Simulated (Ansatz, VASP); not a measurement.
# BaZnSbF in two plane-wave programs

One calculation is typed for both programs; each brings its own data sets and cutoff. How far apart do they land?

Calculated with Ansatz 0.2.0; plane waves, with VASP 6.6.1 beside it; single point at PBE.

## (1) The structure

The structure is tetragonal, space group P4/nmm (No. 129). The conventional cell has a = 4.438 Å, b = 4.438 Å, c = 9.779 Å, α = 90.00°, β = 90.00°, γ = 90.00°. Nearest to Ba lie 4 F at 2.66 Å. Sb has 4 Zn at 2.75 Å nearest. Zn has 4 Sb at 2.75 Å nearest. F has 4 Ba at 2.66 Å nearest. Farther neighbours and most contacts between anions are not listed.

Structure file:

```cif
data_structure
_symmetry_space_group_name_H-M 'P 1'
_symmetry_Int_Tables_number 1
_cell_length_a 4.4383
_cell_length_b 4.4383
_cell_length_c 9.7789
_cell_angle_alpha 90.000
_cell_angle_beta 90.000
_cell_angle_gamma 90.000
_cell_volume 192.63
loop_
_atom_site_label
_atom_site_type_symbol
_atom_site_fract_x
_atom_site_fract_y
_atom_site_fract_z
_atom_site_occupancy
Ba1 Ba 0.00000 0.50000 0.35079 1
Ba2 Ba 0.50000 0.00000 0.64921 1
Sb3 Sb 0.50000 0.00000 0.16604 1
Sb4 Sb 0.00000 0.50000 0.83396 1
Zn5 Zn 0.50000 0.50000 0.00000 1
Zn6 Zn 0.00000 0.00000 0.00000 1
F7 F 0.50000 0.50000 0.50000 1
F8 F 0.00000 0.00000 0.50000 1
```

## (2) Ansatz: single point, PBE

Ansatz runs on its default PAW (the set named soft_2) files.

A single point gives forces, pressure and levels at one fixed geometry, so differences don't come from the geometry; what else differs is listed under the comparison.

Contents of input.yaml:

```yaml
crystal:
  lattice:
    - [4.43835, 0.0, 0.0]
    - [0.0, 4.43835, 0.0]
    - [0.0, 0.0, 9.77891]
  atoms:
    - { symbol: Ba, position: [0.0, 0.5, 0.35079] }
    - { symbol: Ba, position: [0.5, 0.0, 0.64921] }
    - { symbol: Sb, position: [0.5, 0.0, 0.16604] }
    - { symbol: Sb, position: [0.0, 0.5, 0.83396] }
    - { symbol: Zn, position: [0.5, 0.5, 0.0] }
    - { symbol: Zn, position: [0.0, 0.0, 0.0] }
    - { symbol: F, position: [0.5, 0.5, 0.5] }
    - { symbol: F, position: [0.0, 0.0, 0.5] }
hamiltonian:
  xc: pbe
  pseudopotentials: { kind: paw }
kpoints:
  mp_grid: { grid: [5, 5, 3] }
scf:
  occupations: { method: gaussian, width: 0.01 }
  n_extra_bands: 6
output:
  forces: true
  stress: true
  eigenvalues: true
```

Started as:

```bash
ansatz run input.yaml --threads 4 --pin off --max-ram 9216MiB --backend cpu --events-out ev --progress --plain --runs-dir out
```

Numbers of over 12 decimals in the logs are rounded to 6 here.

The program printed:

```text
scf.n_extra_bands = 6 over 44 filled bands (N_el = 88.0): the run solves 50 bands
Engine: ansatz 0.2.0, aarch64-unknown-linux-gnu
Pseudopotentials: kind: paw
Pseudopotential: Ba, paw, valence charge 10, recommended cutoff 420 eV (normal), Ba.paw.azcp
Pseudopotential: Sb, paw, valence charge 15, recommended cutoff 420 eV (normal), Sb.paw.azcp
Pseudopotential: Zn, paw, valence charge 12, recommended cutoff 420 eV (normal), Zn.paw.azcp
Pseudopotential: F, paw, valence charge 7, recommended cutoff 420 eV (normal), F.paw.azcp
Functional definition: PBE
  parameter kappa = 0.804
  parameter beta = 0.066725
  exchange = pbe_x(kappa = kappa, mu = beta*pi^2/3)
  correlation = pbe_c(beta = beta)
Crystal: 8 atoms, lattice volume = 192.634 Å³
Basis set: ecut = 420 eV, 3809 PW (Γ), exchange–correlation on 60×60×144 points (8 copies of the dense FFT grid, shifted against one another)
Bands: 50, of which v1, the nominal top of the filled ones, is band 44 counted from 1 (43 counted from 0)
Symmetry: 16 space group operations
Space group: P4/nmm (ITA 129), of the structure as read, at distance tolerance 5.8e-5 Å
k-points: 12 of 75
Non-local potential: Ba, projectors of the file, l = 0: 3, l = 1: 2, l = 2: 2, l = 3: 2
Non-local potential: Sb, projectors of the file, l = 0: 2, l = 1: 2, l = 2: 2, l = 3: 2
Non-local potential: Zn, projectors of the file, l = 0: 2, l = 1: 2, l = 2: 3, l = 3: 1
Non-local potential: F, projectors of the file, l = 0: 2, l = 1: 2, l = 2: 1
PAW form: soft (Blöchl's): semilocal exchange-correlation on the pseudo side does not see the compensation charge
PAW one-centre angular grid: Ba, 194 points (default); XC on 64 Gauss nodes
PAW one-centre angular grid: Sb, 590 points (default); XC on 64 Gauss nodes
PAW one-centre angular grid: Zn, 590 points (default); XC on 64 Gauss nodes
PAW one-centre angular grid: F, 110 points (default); XC on 64 Gauss nodes
Initial density: superposition of atomic densities (neutral atoms: chi_scale 0, normalization atom), corrected by the library's trained network
Initial wavefunctions: pseudopotential atomic-orbital guess
Functional: x = pbe(κ = 0.804, μ = 0.219515), c = pbe(β = 0.066725)
SCF iter   1: F=—  HF=-33131.721487 eV  |F-HF|=—  |Δ(HF+E_count)|=         —  Δρ=1.46e-3  dr2=4.20e-3  ethr=1.77e-3  ⟨swp⟩=9.8  Hψ=2905  notcnv=0
preconditioner: auto → Resta (q_TF=auto, 2.394 Å⁻¹)  ε∞=5.4  [insulator: Δε(μ)=0.012 eV  Ē_g=9.850 eV  σ=0.010 eV  W_gap=0.59  n_scr=54 (ndim 8)  ℏωp=20.7 eV  f_vac=0.009  D(μ)=6.67/eV (n_scr^D=54)  ε∞_Penn≈5.4]
SCF iter   2: F=—  HF=-33131.722900 eV  |F-HF|=—  |Δ(HF+E_count)|=   1.41e-3  Δρ=1.00e-3  dr2=2.11e-3  ethr=4.77e-6  ⟨swp⟩=3.0  Hψ=1367  notcnv=0  defer=18
SCF iter   3: F=—  HF=-33131.723266 eV  |F-HF|=—  |Δ(HF+E_count)|=   3.66e-4  Δρ=5.24e-4  dr2=6.04e-4  ethr=2.40e-6  ⟨swp⟩=2.1  Hψ=892  notcnv=0  defer=18
SCF iter   4: F=—  HF=-33131.723479 eV  |F-HF|=—  |Δ(HF+E_count)|=   2.13e-4  Δρ=2.54e-4  dr2=9.20e-5  ethr=6.86e-7  ⟨swp⟩=2.1  Hψ=1017  notcnv=0  defer=18
SCF iter   5: F=—  HF=-33131.723621 eV  |F-HF|=—  |Δ(HF+E_count)|=   1.42e-4  Δρ=1.15e-4  dr2=1.99e-5  ethr=1.05e-7  ⟨swp⟩=2.0  Hψ=1109  notcnv=0  defer=18
SCF iter   6: F=—  HF=-33131.723621 eV  |F-HF|=—  |Δ(HF+E_count)|=   1.32e-7  Δρ=4.63e-5  dr2=3.27e-6  ethr=2.27e-8  ⟨swp⟩=2.1  Hψ=1070  notcnv=0  defer=18
SCF iter   7: F=—  HF=-33131.723620 eV  |F-HF|=—  |Δ(HF+E_count)|=   6.87e-7  Δρ=2.01e-5  dr2=7.37e-7  ethr=3.72e-9  ⟨swp⟩=2.0  Hψ=868  notcnv=0  defer=18
SCF iter   8: F=-33131.723620 eV  HF=-33131.723620 eV  |F-HF|=2.32e-8  |Δ(HF+E_count)|=   1.27e-7  Δρ=3.98e-6  dr2=4.25e-8  ethr=1.14e-10  ⟨swp⟩=8.5  Hψ=3065  notcnv=0
SCF 1 converged in 8 iterations: F = -33131.723620 eV  dr2 = 4.25e-8
  greatest PAW one-centre occupation: 0.995 electrons in one spin orbital (limit 2), on the Sb atom at site 3 (counted from 0), in its partial waves of l = 2
SCF converged after 8 iterations
Free energy (F): -33131.723620 eV
Harris-Foulkes:  -33131.723620 eV  (|F-HF|=2.32e-8)
Internal energy: -33131.723288 eV  (E = F + TS)
E sigma→0 (E₀):  -33131.723454 eV
Entropy (-TS):   -0.000333 eV (-0.042 meV/atom)
Fermi energy:    9.179587 eV
--- Per-component energies (eV) ---
  E_band       = -402.389506
  E_kinetic    = 1430.670190
  E_local      = -9449.882560  (includes V_loc(G=0)·N_el)
  E_nonlocal   = 2212.684773
  E_hartree    = 4085.015902
  E_xc         = -1050.466496
  E_vxc        = -776.805742  (∫ρ·V_xc dr)
  E_paw        = -23660.257391  (= ΣΔE_a)
  E_vpaw       = -1989.085043  (= ΣTr[D̂ρ^β])
  E_aug_tail   = 0.003409  (compensation charges beyond the density's cutoff)
  E_ewald      = -6699.491114
  E_smearing   = -0.000333  (= −TS)
  E_closure    = -0.000000  (closes the sum)
  Σ components = -33131.723620   (vs F -33131.723620, Δ=0.00e0)
--- Forces (eV/Å), atoms counted from 1 ---
  atom   1  Ba    -0.00000000     0.00000000    -0.14692416
  atom   2  Ba    -0.00000000     0.00000000     0.14692416
  atom   3  Sb     0.00000000     0.00000000     0.12657543
  atom   4  Sb     0.00000000     0.00000000    -0.12657543
  atom   5  Zn     0.00000000     0.00000000    -0.00000000
  atom   6  Zn     0.00000000     0.00000000    -0.00000000
  atom   7  F      0.00000000     0.00000000     0.00000000
  atom   8  F      0.00000000     0.00000000    -0.00000000
  max |Σ_I F_I| component: 2.78e-17 eV/Å
--- Stress (GPa, compression-positive) ---
        1.561879       0.000000       0.000000
        0.000000       1.561879       0.000000
        0.000000       0.000000       1.135234
  P = ⅓ Tr σ = 1.4197 GPa (14.197 kbar)
--- Band table (eV; the first three rows and the last of 12) ---
  k-point 0: bands = [... 40 lower, 7.1734, 8.3736, 8.7348, 9.1884, 9.1884, 10.5003, 11.1478, 11.2261, ... 2 higher]
  k-point 1: bands = [... 40 lower, 7.1786, 8.1278, 8.7717, 9.1759, 9.1759, 10.5708, 10.7709, 11.7737, ... 2 higher]
  k-point 2: bands = [... 40 lower, 7.4164, 7.9409, 8.3723, 9.0676, 9.7577, 11.3352, 11.4258, 11.8383, ... 2 higher]
  k-point 11: bands = [... 40 lower, 6.2841, 6.7549, 6.9306, 7.1975, 11.1013, 11.1644, 11.3125, 11.3801, ... 2 higher]
```

Run time: 2.7 s. Hardware: 4 threads of Arm Neoverse V2, shared host; peak memory 0.63 GiB; 8.5 s of CPU time.

Reading the cycles: dr2 is the Hartree energy of the density residual (eV), the measure of convergence; HF is the Harris–Foulkes estimate of the energy, which meets the free energy F at convergence.

The run ends at a pressure of 1.42 GPa, with forces up to 0.15 eV/Å.

## (3) VASP: single point, PBE

The same cell, functional, mesh and smearing now go to VASP, with its own data sets and cutoff.

Lines of VASP's logs that name or quote its potential files are left out, and so is its time.

Contents of INCAR:

```
SYSTEM = BaZnSbF
PREC = Accurate
ENCUT = 520
EDIFF = 1E-07
NELM = 100
ISMEAR = 0
SIGMA = 0.01
LREAL = .FALSE.
ALGO = Normal
GGA = PE
NBANDS = 42
LORBIT = 11
LWAVE = .FALSE.
LCHARG = .FALSE.
KPAR = 4
```

Contents of POSCAR:

```
BaZnSbF
1.0
    4.4383500000      0.0000000000      0.0000000000
    0.0000000000      4.4383500000      0.0000000000
    0.0000000000      0.0000000000      9.7789100000
Ba Sb Zn F
2 2 2 2
Direct
    0.0000000000      0.5000000000      0.3507900000
    0.5000000000      0.0000000000      0.6492100000
    0.5000000000      0.0000000000      0.1660400000
    0.0000000000      0.5000000000      0.8339600000
    0.5000000000      0.5000000000      0.0000000000
    0.0000000000      0.0000000000      0.0000000000
    0.5000000000      0.5000000000      0.5000000000
    0.0000000000      0.0000000000      0.5000000000
```

Contents of KPOINTS:

```
Automatic mesh
0
Gamma
5 5 3
0 0 0
```

Potentials, in the order of the species: Ba_sv, Sb, Zn and F (PBE family, release 64).

Started as:

```bash
mpirun -np 4 vasp_std
```

The program printed:

```text
[banner, memory and clock lines left out]
running    4 mpi-ranks, on    1 nodes
 distrk:  each k-point on    1 cores,    4 groups
 distr:  one band on    1 cores,    1 groups

 POSCAR found type information on POSCAR BaSbZnF
 POSCAR found :  4 types and       8 ions
 LDA part: xc-table for (Slater+PW92), standard interpolation
 POSCAR, INCAR and KPOINTS ok, starting setup
 FFT: planning ... GRIDC
 FFT: planning ... GRID_SOFT
 FFT: planning ... GRID
 WAVECAR not read
 entering main loop
       N       E                     dE             d eps       ncg     rms          rms(c)
DAV:   1     0.665990606037E+03    0.66599E+03   -0.29739E+04  1008   0.163E+03
DAV:   2     0.531550013880E+02   -0.61284E+03   -0.58839E+03  1130   0.394E+02
DAV:   3    -0.306938138826E+02   -0.83849E+02   -0.83291E+02  1156   0.160E+02
DAV:   4    -0.348823417588E+02   -0.41885E+01   -0.41789E+01  1456   0.302E+01
DAV:   5    -0.349820027584E+02   -0.99661E-01   -0.99631E-01  1432   0.461E+00    0.108E+01
DAV:   6    -0.321092992041E+02    0.28727E+01   -0.12416E+01  1364   0.347E+01    0.617E+00
DAV:   7    -0.321592379916E+02   -0.49939E-01   -0.20069E+00  1240   0.830E+00    0.358E+00
DAV:   8    -0.321458342781E+02    0.13404E-01   -0.27691E-01  1254   0.261E+00    0.102E+00
DAV:   9    -0.321401635466E+02    0.56707E-02   -0.59361E-02  1328   0.130E+00    0.231E-01
DAV:  10    -0.321425832912E+02   -0.24197E-02   -0.13114E-02  1248   0.660E-01    0.142E-01
DAV:  11    -0.321427891659E+02   -0.20587E-03   -0.28587E-03  1320   0.289E-01    0.522E-02
DAV:  12    -0.321429713633E+02   -0.18220E-03   -0.57842E-04  1134   0.115E-01    0.125E-02
DAV:  13    -0.321429768651E+02   -0.55018E-05   -0.32425E-05  1336   0.269E-02    0.608E-03
DAV:  14    -0.321429775057E+02   -0.64059E-06   -0.64143E-06  1142   0.132E-02    0.267E-03
DAV:  15    -0.321429772307E+02    0.27499E-06   -0.73264E-07  1312   0.609E-03    0.125E-03
DAV:  16    -0.321429771052E+02    0.12554E-06   -0.26912E-07  1062   0.249E-03    0.614E-04
DAV:  17    -0.321429771698E+02   -0.64593E-07   -0.68224E-08   688   0.131E-03
   1 F= -.32142977E+02 E0= -.32142794E+02  d E =-.365621E-03
```

From OUTCAR (step 3):

```text
ion  position               nearest neighbor table
   1  0.000  0.500  0.351-   7 2.66   8 2.66   8 2.66   7 2.66   3 3.62   3 3.62   3 3.62   3 3.62
                             2 4.29   2 4.29   2 4.29   2 4.29
   2  0.500  0.000  0.649-   7 2.66   8 2.66   7 2.66   8 2.66   4 3.62   4 3.62   4 3.62   4 3.62
                             1 4.29   1 4.29   1 4.29   1 4.29
   3  0.500  0.000  0.166-   5 2.75   6 2.75   5 2.75   6 2.75   1 3.62   1 3.62   1 3.62   1 3.62

  LATTYP: Found a simple tetragonal cell.
 ALAT       =     4.4383500000
 C/A-ratio  =     2.2032759922

 Subroutine GETGRP returns: Found 16 space group operations
 (whereof  8 operations were pure point group operations)

The static configuration has the point symmetry D_2d.
 The point group associated with its full space group is D_4h.

 Found     12 irreducible k-points:

   k-points           NKPTS =     12   k-points in BZ     NKDIM =     12   number of bands    NBANDS=     42

   dimension x,y,z NGX =    36 NGY =   36 NGZ =   80
   dimension x,y,z NGXF=    72 NGYF=   72 NGZF=  160

   ENCUT  =  520.0 eV  38.22 Ry    6.18 a.u.   8.25  8.25 18.18*2*pi/ulx,y,z

   NELECT =      68.0000    total number of electrons

 k-points in reciprocal lattice and weights: Automatic mesh
   0.00000000  0.00000000  0.00000000       0.013
   0.20000000  0.00000000  0.00000000       0.053
   0.40000000  0.00000000  0.00000000       0.053
   0.20000000  0.20000000  0.00000000       0.053
   0.40000000  0.20000000  0.00000000       0.107
   0.40000000  0.40000000  0.00000000       0.053
   0.00000000  0.00000000  0.33333333       0.027
   0.20000000  0.00000000  0.33333333       0.107
   0.40000000  0.00000000  0.33333333       0.107
   0.20000000  0.20000000  0.33333333       0.107
   0.40000000  0.20000000  0.33333333       0.213
   0.40000000  0.40000000  0.33333333       0.107

 average (electrostatic) potential at core
       1 -36.0278       2 -36.0278       3 -87.9349       4 -87.9349       5 -35.6475
       6 -35.6475       7 -76.4364       8 -76.4364

 E-fermi :   4.0844

 k-point     1 :       0.0000    0.0000    0.0000
  band No.  band energies     occupation
    ...
     29       0.0573      2.00000
     30       2.0646      2.00000
     31       2.0646      2.00000
     32       3.2757      2.00000
     33       3.6236      2.00000
     34       4.0914      0.32264
     35       4.0914      0.32264
     36       5.3680      0.00000
     37       6.1120      0.00000
     38       6.1148      0.00000
    ...

 k-point     2 :       0.2000    0.0000    0.0000
  band No.  band energies     occupation
    ...
     30       0.5458      2.00000
     31       2.3094      2.00000
     32       2.8360      2.00000
     33       3.2738      2.00000
     34       3.9722      2.00000
     35       4.6474      0.00000
     36       6.2320      0.00000
     37       6.3467      0.00000
     38       6.7346      0.00000
     39       7.5921      0.00000
    ...

 k-point     3 :       0.4000    0.0000    0.0000
  band No.  band energies     occupation
    ...
     30      -0.2517      2.00000
     31       2.4349      2.00000
     32       2.9194      2.00000
     33       2.9976      2.00000
     34       3.5715      2.00000
     35       5.2981      0.00000
     36       5.9210      0.00000
     37       6.0451      0.00000
     38       6.9359      0.00000
     39       7.0813      0.00000
    ...

  Total        2.6752976      2.6752976      2.0950461      0.0000000      0.0000000      0.0000000
  in kB       22.2509801     22.2509801     17.4249129      0.0000000      0.0000000      0.0000000
  external PRESSURE =      20.6422910 kB  Pullay stress =       0.0000000 kB

  energy-cutoff  :      520.00
  volume of cell :      192.63
      direct lattice vectors                 reciprocal lattice vectors
     4.438350000  0.000000000  0.000000000     0.225308955  0.000000000  0.000000000
     0.000000000  4.438350000  0.000000000     0.000000000  0.225308955  0.000000000
     0.000000000  0.000000000  9.778910000     0.000000000  0.000000000  0.102260886

 POSITION                                       TOTAL-FORCE (eV/Angst)
 -----------------------------------------------------------------------------------
      0.00000      2.21917      3.43034        -0.000000     -0.000000     -0.260148
      2.21917      0.00000      6.34857         0.000000     -0.000000      0.260148
      2.21917      0.00000      1.62369        -0.000000      0.000000      0.115797
      0.00000      2.21917      8.15522        -0.000000     -0.000000     -0.115797
      2.21917      2.21917      0.00000        -0.000000     -0.000000      0.000000
      0.00000      0.00000      0.00000        -0.000000      0.000000      0.000000
      2.21917      2.21917      4.88945        -0.000000     -0.000000      0.000000
      0.00000      0.00000      4.88945        -0.000000      0.000000      0.000000
 -----------------------------------------------------------------------------------
    total drift:                                0.000000      0.000000      0.000000

  FREE ENERGIE OF THE ION-ELECTRON SYSTEM (eV)
  ---------------------------------------------------
  free  energy   TOTEN  =       -32.1429771698 eV

  energy  without entropy=      -32.1426115491  energy(sigma->0) =      -32.14279436

 total charge
# of ion       s       p       d       tot
------------------------------------------
    1        2.004   5.622   0.262   7.888
    2        2.004   5.622   0.262   7.888
    3        1.123   1.379   0.018   2.520
    4        1.123   1.379   0.018   2.520
    5        0.556   0.402   9.746  10.704
    6        0.556   0.402   9.746  10.704
    7        1.736   4.359   0.000   6.096
    8        1.736   4.359   0.000   6.096
--------------------------------------------------
tot         10.838  23.525  20.052  54.416

[... 3 further parts left out ...]
```

Harder data sets than Ba_sv exist (the GW ones), and pressures, volumes and forces can shift noticeably with them.

## (4) Side by side

Known differences besides the potentials themselves: the data sets hold 88 valence electrons in Ansatz (default PAW (the set named soft_2) files) and 68 in VASP; the cutoff is 420 eV in Ansatz and 520 eV in VASP; VASP leaves aspherical gradient terms in its spheres out (LASPH is not set), Ansatz keeps them. Total energies have different zeros and are not compared.

Both answers:

```tsv
quantity	Ansatz	VASP	difference
pressure (GPa)	1.42	2.06	-0.64
pressure without Ansatz's Pulay correction (GPa)	1.27	2.06	-0.79
```

Forces (eV/Å; atoms numbered as in POSCAR):

```tsv
atom	Ansatz x, y, z	VASP x, y, z
Ba1	0.000, 0.000, -0.147	0.000, 0.000, -0.260
Ba2	0.000, 0.000, 0.147	0.000, 0.000, 0.260
Sb3	0.000, 0.000, 0.127	0.000, 0.000, 0.116
Sb4	0.000, 0.000, -0.127	0.000, 0.000, -0.116
Zn5	0.000, 0.000, 0.000	0.000, 0.000, 0.000
Zn6	0.000, 0.000, 0.000	0.000, 0.000, 0.000
F7	0.000, 0.000, 0.000	0.000, 0.000, 0.000
F8	0.000, 0.000, 0.000	0.000, 0.000, 0.000
```

The forces differ by 33 meV/Å r.m.s., which is 39.9 % of the r.m.s. force of 0.08 eV/Å (both taken over all components). Ansatz's pressure holds a Pulay correction of 0.15 GPa; VASP's holds none.

## (5) Other set-ups

Further runs change the set-up of one program: Ansatz's method, potentials or start, or VASP's data sets, cutoff or form of LDA. The table gives Ansatz less VASP for each quantity, since a change that brings one quantity closer may part another.

```tsv
run	r.m.s. force difference (meV/Å)	pressure (GPa)
as above	33	-0.64
Ansatz's larger PAW set (cutoff 1300 eV)	33	-0.65
norm-conserving potentials (cutoff 1320 eV)	32	-0.64
```

## (6) Summary of results

```json
{
 "r.m.s. force difference (single point, PBE)": "33 meV/Å",
 "difference in pressure (single point, PBE)": "-0.64 GPa"
}
```

What this shows: The r.m.s. force difference is 33 meV/Å (single point, PBE), beyond the 12 meV/Å picked in this series as the mark of a large difference. For single point, PBE, no further run moves any of the tabulated differences by more than a quarter of its size. Such differences can come from data sets, numerical settings and the points named under the comparisons, not from the functional's error against experiment.

[Lines on the potential files, build, host, timing and source positions are cut from VASP's logs without a mark.]

[Logs are printed without paths, hosts, clocks, repeated set-up lines and the standing remarks that a program may print on its own settings, such as how far it seeks lower states.]

[Hosts, paths, dates, database ids (printed as entryN), source tags and the programs' standing remarks are cut or masked in the printed files.]
